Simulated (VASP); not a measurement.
# Be3Te2O (Cmc2_1) in VASP: notebook

One crystal, Be3Te2O, is run at these levels: PBE; tasks: single point, relaxation of cell and atoms.

Program: VASP 6.6.1. These are calculated values, not measurements. Logs are shortened: lines on timing, memory, paths and dates and some standing lists are left out, and cuts for length are marked.

## Step 1: The crystal as given

It takes space group Cmc2_1 (No. 36, orthorhombic). The conventional cell has a = 10.770 Å, b = 6.148 Å, c = 6.775 Å, α = 90.00°, β = 90.00°, γ = 90.00°. Be (site symmetry 1) is surrounded by 1 O at 1.59 Å. Around Be (site symmetry m) lie 1 O at 1.52 Å. Around Te (site symmetry 1) lie 4 Be at 2.41 to 2.56 Å. O (site symmetry m) is surrounded by 3 Be at 1.52 to 1.59 Å.

The cell was built by a generator and needn't be a form met in nature.

## Step 2: Single point, PBE

Contents of INCAR:

```
SYSTEM = Be3Te2O
  ALGO = Fast
  EDIFF = 1E-5
  ENCUT = 520
  GGA = PE
  ISIF = 2
  ISMEAR = 0
  LASPH = .TRUE.
  LCHARG = .FALSE.
  LREAL = Auto
  LWAVE = .FALSE.
  NELM = 80
  PREC = Normal
  SIGMA = 0.05
```

Contents of KPOINTS:

```
k-points
0
G
  3 3 3
  0 0 0
```

Contents of POSCAR:

```
Be3Te2O
1.0
    5.3850100000     -3.0738400000      0.0000000000
    5.3850100000      3.0738400000      0.0000000000
    0.0000000000      0.0000000000      6.7754500000
Be Te O
6 4 2
Direct
    0.4327260000      0.8200530000      0.1162620000
    0.1799470000      0.5672740000      0.1162620000
    0.9346370000      0.0653630000      0.0457040000
    0.8200530000      0.4327260000      0.6162620000
    0.5672740000      0.1799470000      0.6162620000
    0.0653630000      0.9346370000      0.5457040000
    0.5136420000      0.1535420000      0.9889760000
    0.1535420000      0.5136420000      0.4889760000
    0.8464580000      0.4863580000      0.9889760000
    0.4863580000      0.8464580000      0.4889760000
    0.1801660000      0.8198340000      0.0734970000
    0.8198340000      0.1801660000      0.5734970000
```

Potentials or basis: VASP PAW PBE potentials, release 64 (Be, Te, O).

Command:

```sh
cat potpaw_PBE.64/Be/POTCAR potpaw_PBE.64/Te/POTCAR potpaw_PBE.64/O/POTCAR > POTCAR
mpirun -np 1 vasp_std > vasp.out
```

OUTCAR:

```text
SYSTEM = Be3Te2O
   EDIFF = 1E-5
   ENCUT = 520
   GGA = PE
   ISIF = 2
   ISMEAR = 0
   LASPH = .TRUE.
   LREAL = Auto
   NELM = 80
   PREC = Normal

 ion  position               nearest neighbor table
   1  0.433  0.820  0.116-  11 1.59   9 2.49   7 2.52  10 2.56
   2  0.180  0.567  0.116-  11 1.59   7 2.49   9 2.52   8 2.56
   3  0.935  0.065  0.046-  11 1.52   9 2.41   7 2.41
   4  0.820  0.433  0.616-  12 1.59  10 2.49   8 2.52   9 2.56
   5  0.567  0.180  0.616-  12 1.59   8 2.49  10 2.52   7 2.56
   6  0.065  0.935  0.546-  12 1.52  10 2.41   8 2.41
   7  0.514  0.154  0.989-   3 2.41   2 2.49   1 2.52   5 2.56   9 3.56   9 3.56   9 3.58
   8  0.154  0.514  0.489-   6 2.41   5 2.49   4 2.52   2 2.56  10 3.56  10 3.56  10 3.58
   9  0.846  0.486  0.989-   3 2.41   1 2.49   2 2.52   4 2.56   7 3.56   7 3.56   7 3.58
  10  0.486  0.846  0.489-   6 2.41   4 2.49   5 2.52   1 2.56   8 3.56   8 3.56   8 3.58
  11  0.180  0.820  0.073-   3 1.52   2 1.59   1 1.59
  12  0.820  0.180  0.573-   6 1.52   5 1.59   4 1.59

  LATTYP: Found a base centered orthorhombic cell.
 ALAT       =     6.1476800000
 B/A-ratio  =     1.7518836374
 C/A-ratio  =     1.1021149442

  Lattice vectors:

 A1 = (  -5.3850100000,  -3.0738400000,   0.0000000000)
 A2 = (   5.3850100000,  -3.0738400000,   0.0000000000)
 A3 = (   0.0000000000,   0.0000000000,   6.7754500000)

Analysis of symmetry for initial positions (statically):
=====================================================================
 Subroutine PRICEL returns:
 Original cell was already a primitive cell.

 Routine SETGRP: Setting up the symmetry group for a
 base centered orthorhombic supercell.

 Subroutine GETGRP returns: Found  4 space group operations
 (whereof  2 operations were pure point group operations)
 out of a pool of  8 trial point group operations.

The static configuration has the point symmetry C_1h.
 The point group associated with its full space group is C_2v.

Analysis of symmetry for dynamics (positions and initial velocities):
=====================================================================
 Subroutine PRICEL returns:
 Original cell was already a primitive cell.

 Routine SETGRP: Setting up the symmetry group for a
 base centered orthorhombic supercell.

 Subroutine GETGRP returns: Found  4 space group operations
 (whereof  2 operations were pure point group operations)
 out of a pool of  8 trial point group operations.
[... 116 lines left out ...]
   NELECT =      48.0000    total number of electrons
   NUPDOWN=      -1.0000    fix difference up-down
   EMIN   =  10.00;   EMAX   =-10.00  energy-range for DOS
   EFERMI =   0.00;   METHOD = LEGACY
   ISMEAR =     0;   SIGMA  =   0.05  broadening in eV -4-tet -1-fermi 0-gaus
   EFERMI_NEDOS =   21; number of points for ismear=-14 and -15
   IALGO  =     68    algorithm
   IMIX   =      4    mixing-type and parameters
     AMIX     =   0.40;   BMIX     =  1.00
     AMIX_MAG =   1.60;   BMIX_MAG =  1.00
  volume/ion in A,a.u.               =      18.69       126.14
  Fermi-wavevector in a.u.,A,eV,Ry     =   0.979212  1.850442 13.046023  0.958856
  Thomas-Fermi vector in A             =   2.110047
   LORBIT       =      0    0 simple, 1 ext, 2 COOP (PROOUT), +10 PAW based schemes
   GGA     = PE    functional components
   LHFCALC =     F    Hartree Fock is set to
   AEXX    =    0.0000 exact exchange contribution
   IVDW    =     0    specifies the selected vdW correction
   LEPSILON=     F    determine dielectric tensor
   LRPA    =     F    only Hartree local field effects (RPA)
 non-spin polarized calculation
 RMM-DIIS sequential band-by-band and
 Gauss-broadening in eV      SIGMA  =   0.05
  energy-cutoff  :      520.00
  volume of cell :      224.30
 maximum number of plane-waves:      6071
   NGX = 23   NGY = 23   NGZ = 25

 number of electron      47.9999950 magnetization

 Free energy of the ion-electron system (eV)
  ---------------------------------------------------
  ext. energy  EPLUGINS =         0.00000000
  ---------------------------------------------------
  free energy    TOTEN  =       -56.31420699 eV

  energy without entropy =      -56.31420699  energy(sigma->0) =      -56.31420699

 E-fermi :   4.8893     XC(G=0):  -8.9934

 val. band max:        4.6400868210   @ k =  -0.3333   0.3333   0.0000
 cond. band min:       6.5860820398   @ k =  -0.3333   0.3333   0.3333
 fundamental gap:      1.9459952188
 Fermi energy:         4.8893212329

 k-point     1 :       0.0000    0.0000    0.0000
  band No.  band energies     occupation
      1     -15.2310      2.00000
      2     -15.1995      2.00000
      3      -7.3575      2.00000
      4      -6.5001      2.00000
      5      -5.4033      2.00000
      6      -5.3180      2.00000
[... 261 lines left out ...]
     30       8.5830      0.00000
     31       8.9064      0.00000

------------------------ aborting loop because EDIFF is reached ----------------------------------------

  FORCE on cell =-STRESS in cart. coord.  units (eV):
  Direction    XX          YY          ZZ          XY          YZ          ZX
  --------------------------------------------------------------------------------------
  -------------------------------------------------------------------------------------
  Total        0.0184142      0.0269387      0.0836017      0.0000000      0.0000000      0.0000000
  in kB        0.1315311      0.1924205      0.5971587      0.0000000      0.0000000      0.0000000
  external PRESSURE =       0.3070368 kB  Pullay stress =       0.0000000 kB

 VOLUME and BASIS-vectors are now :
 -----------------------------------------------------------------------------
  energy-cutoff  :      520.00
  volume of cell :      224.30
      direct lattice vectors                 reciprocal lattice vectors
     5.385010000 -3.073840000  0.000000000     0.092850338 -0.162662988  0.000000000
     5.385010000  3.073840000  0.000000000     0.092850338  0.162662988  0.000000000
     0.000000000  0.000000000  6.775450000     0.000000000  0.000000000  0.147591673

 POSITION                                       TOTAL-FORCE (eV/Angst)
 -----------------------------------------------------------------------------------
      6.74623      1.19058      0.78773         0.007714     -0.003782     -0.002621
      4.02379      1.19058      0.78773        -0.007714     -0.003782     -0.002621
      5.38501     -2.67201      0.30967         0.000000      0.000840      0.000737
      6.74623     -1.19058      4.17545         0.007714      0.003782     -0.002621
      4.02379     -1.19058      4.17545        -0.007714      0.003782     -0.002621
      5.38501      2.67201      3.69739         0.000000     -0.000840      0.000737
      3.59279     -1.10689      6.70076        -0.008380     -0.005501     -0.002103
      3.59279      1.10689      3.31303        -0.008380      0.005501     -0.002103
      7.17723     -1.10689      6.70076         0.008380     -0.005501     -0.002103
      7.17723      1.10689      3.31303         0.008380      0.005501     -0.002103
      5.38501      1.96624      0.49798         0.000000     -0.001565      0.008710
      5.38501     -1.96624      3.88570         0.000000      0.001565      0.008710
 -----------------------------------------------------------------------------------
    total drift:                                0.000004     -0.000000      0.027336

  FREE ENERGIE OF THE ION-ELECTRON SYSTEM (eV)
  ---------------------------------------------------
  free  energy   TOTEN  =       -56.3142069937 eV

  energy  without entropy=      -56.3142069937  energy(sigma->0) =      -56.31420699
```

OSZICAR:

```text
N       E                     dE             d eps       ncg     rms          rms(c)
DAV:   1     0.235802826784E+03    0.23580E+03   -0.19129E+04   496   0.129E+03
DAV:   2    -0.326260376047E+02   -0.26843E+03   -0.25410E+03   623   0.232E+02
DAV:   3    -0.602229463249E+02   -0.27597E+02   -0.27314E+02   632   0.869E+01
DAV:   4    -0.608303393597E+02   -0.60739E+00   -0.60586E+00   609   0.145E+01
DAV:   5    -0.608472203173E+02   -0.16881E-01   -0.16877E-01   681   0.238E+00    0.142E+01
RMM:   6    -0.564289395587E+02    0.44183E+01   -0.20612E+01   591   0.182E+01    0.659E+00
RMM:   7    -0.563589043916E+02    0.70035E-01   -0.17950E+00   606   0.515E+00    0.407E+00
RMM:   8    -0.563073185263E+02    0.51586E-01   -0.42060E-01   580   0.359E+00    0.528E-01
RMM:   9    -0.563125697437E+02   -0.52512E-02   -0.81740E-02   615   0.121E+00    0.245E-01
RMM:  10    -0.563157671642E+02   -0.31974E-02   -0.32736E-02   599   0.845E-01    0.244E-01
RMM:  11    -0.563141813530E+02    0.15858E-02   -0.51882E-03   633   0.371E-01    0.903E-02
RMM:  12    -0.563141830521E+02   -0.16992E-05   -0.17051E-03   630   0.186E-01    0.328E-02
RMM:  13    -0.563142050156E+02   -0.21963E-04   -0.19693E-04   608   0.733E-02    0.103E-02
RMM:  14    -0.563142069937E+02   -0.19781E-05   -0.44361E-05   490   0.318E-02
   1 F= -.56314207E+02 E0= -.56314207E+02  d E =-.338139E-13
```

Run time: 31 s. Hardware: 1 thread of Intel Xeon Platinum 8488C (Sapphire Rapids), shared host; peak memory 0.23 GiB.

What came out:

* Free energy: -56.3142 eV
* Pressure: 0.0 GPa
* Largest force: 0.010 eV/Å
* Band gap on the k mesh: 1.95 eV, indirect (least direct gap 2.21 eV)

Forces on the atoms (eV/Å):
```
Be   0.008 -0.004 -0.003
Be  -0.008 -0.004 -0.003
Be   0.000  0.001  0.001
Be   0.008  0.004 -0.003
Be  -0.008  0.004 -0.003
Be   0.000 -0.001  0.001
Te  -0.008 -0.006 -0.002
Te  -0.008  0.006 -0.002
Te   0.008 -0.006 -0.002
Te   0.008  0.006 -0.002
O    0.000 -0.002  0.009
O    0.000  0.002  0.009
```

Caveat: spin-orbit coupling is left out, which moves the levels of the heavy elements; an odd mesh through Γ misses points on the zone boundary, where band edges often lie.

## Step 3: Relaxation of cell and atoms, PBE

This run uses another cell than the first one, of 18.37 Å³/atom, 0.983 times its volume.

Contents of INCAR:

```
SYSTEM = Be3Te2O
  PREC = Normal
  ENCUT = 520
  EDIFF = 1E-5
  ISMEAR = 0
  SIGMA = 0.05
  LREAL = Auto
  LASPH = .True.
  NELM = 80
  ALGO = Fast
  ISIF = 3
  LWAVE = .False.
  LCHARG = .False.
  GGA = PE
  IBRION = 2
  NSW = 110
  EDIFFG = -0.03
  ISYM = 0
```

Contents of KPOINTS:

```
Automatic mesh
0
Gamma
  3 3 3
  0 0 0
```

Contents of POSCAR:

```
Be3Te2O
1.0
    5.3517795700     -3.0568084000      0.0187427000
    5.3483225900      3.0507521800     -0.0843715100
   -0.0412872700     -0.1136437200      6.7492738300
Be Te O
6 4 2
Direct
    0.4259943400      0.8272196900      0.1113630200
    0.1779517100      0.5656804400      0.1188716300
    0.9346982800      0.0658493900      0.0475600400
    0.8149987500      0.4412469300      0.6210145800
    0.5593155800      0.1901335400      0.6122620400
    0.0499390100      0.9465340000      0.5407752700
    0.4999807300      0.1461200700      0.9785421900
    0.1516455100      0.5101835600      0.4788124900
    0.8447619600      0.4781841000      0.9922171800
    0.4939028100      0.8295099300      0.4879265200
    0.1806294000      0.8338067500      0.0632254900
    0.8171087600      0.1778623100      0.5805199700
```

Potentials or basis: VASP PAW PBE potentials, release 64 (Be, Te, O).

Command:

```sh
cat potpaw_PBE.64/Be/POTCAR potpaw_PBE.64/Te/POTCAR potpaw_PBE.64/O/POTCAR > POTCAR
mpirun -np 1 vasp_std > vasp.out
```

It took 6.3 min on 1 thread of Intel Xeon Platinum 8488C (Sapphire Rapids), shared host; peak memory 0.26 GiB.

Results (log left out):

* Free energy: -56.3128 eV
* Relaxed volume: 18.71 Å³/atom
* Relaxed cell: a = 6.199 Å, b = 6.201 Å, c = 6.781 Å, α = 89.93°, β = 89.98°, γ = 59.44°
* Space group after relaxing (to 0.05 Å): Cmc2_1 (No. 36)
* Energy gained by relaxing: 34.8 meV/atom
* Ionic steps: 18
* Pressure after relaxing: 0.0 GPa
* Largest force after relaxing: 0.027 eV/Å
* Band gap on the k mesh: 1.94 eV, indirect (least direct gap 2.21 eV)

Forces in eV/Å, atoms in the order of the input:
```
Be  -0.008  0.002 -0.007
Be  -0.001  0.004 -0.004
Be  -0.003  0.010  0.003
Be   0.006  0.000 -0.004
Be   0.006 -0.001  0.011
Be  -0.004 -0.021 -0.001
Te   0.003  0.002  0.014
Te   0.004 -0.002  0.003
Te   0.004 -0.011 -0.009
Te   0.000  0.003 -0.006
O    0.009 -0.008  0.006
O   -0.016  0.021 -0.005
```

The path:
```
step  energy change (eV)  largest force (eV/Å)  pressure (GPa)  volume (Å³)
   1              0.0000                2.0985            1.93       220.47
   2             -0.1826                1.7707           -1.34       227.56
   3             -0.2654                0.9743           -0.38       224.78
   4             -0.3733                0.3419           -0.15       224.84
   5             -0.3769                0.5232           -0.07       224.85
   6             -0.4026                0.1747            0.11       224.60
   7             -0.4027                0.1965            0.13       224.58
   8             -0.4098                0.1652           -0.08       225.00
   9             -0.4098                0.1776           -0.09       225.03
  10             -0.4146                0.0854           -0.07       224.92
  11             -0.4148                0.0859           -0.07       224.90
  12             -0.4160                0.0584            0.01       224.60
  13             -0.4160                0.0818            0.04       224.53
  14             -0.4166                0.0463            0.00       224.48
  15             -0.4166                0.0406            0.01       224.49
  16             -0.4169                0.0317           -0.02       224.53
  17             -0.4169                0.0429           -0.02       224.53
  18             -0.4170                0.0272            0.00       224.48
```

Final structure:
```xyz
12
Lattice="5.3838 -3.0730 0.0010 5.3848 3.0749 0.0035 0.0032 0.0028 6.7814" Properties=species:S:1:pos:R:3 pbc="T T T"
Be    6.7292    1.2092    0.7780
Be    4.0049    1.2046    0.7755
Be    5.3644   -2.6562    0.2958
Be    6.7333   -1.1705    4.1714
Be    4.0097   -1.1709    4.1613
Be    5.3735    2.6916    3.6907
Te    3.5751   -1.0893    6.6853
Te    3.5790    1.1252    3.3004
Te    7.1599   -1.0871    6.6971
Te    7.1638    1.1249    3.3024
O     5.3658    1.9828    0.4879
O     5.3731   -1.9483    3.8810
```

Levels at points of the mesh, in eV from the valence-band top:
| k point | band 22 | band 23 | band 24 | band 25 | band 26 | band 27 |
| --- | --- | --- | --- | --- | --- | --- |
| (0.00, 0.00, 0.00) | -1.35 | -1.00 | -0.89 | 2.56 | 2.61 | 3.01 |

Caveat: spin-orbit coupling is left out, which moves the levels of the heavy elements; an odd mesh through Γ misses points on the zone boundary, where band edges often lie.
